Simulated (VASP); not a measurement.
```
CELL_PARAMETERS angstrom
     -1.55851     1.55851     1.55851
      1.55851    -1.55851     1.55851
      1.55851     1.55851    -1.55851
ATOMIC_POSITIONS crystal
  Mo 0.00000 0.00000 0.00000
```

The numbers are results of LDA (Ceperley-Alder, Perdew-Zunger), VASP's LDA PAW potentials (set 64) (plane waves; VASP), not measurements. Settings: 520 eV cut-off, 16×16×16 Γ-centred mesh, first-order Methfessel-Paxton smearing of 0.10 eV, potentials Mo_sv.

Question: Estimate the energy per atom (σ→0), band gap (on the k-mesh) with the smallest direct gap where there is one.

Answer: 
The band gap (on the k-mesh) is none (metal, semimetal or under 0.01 eV). The energy per atom (σ→0) is -12.136 eV/atom.

Total energies compare only between runs with the same potentials, cut-off and functional.

The compound is Mo in the bcc structure. It was relaxed first.
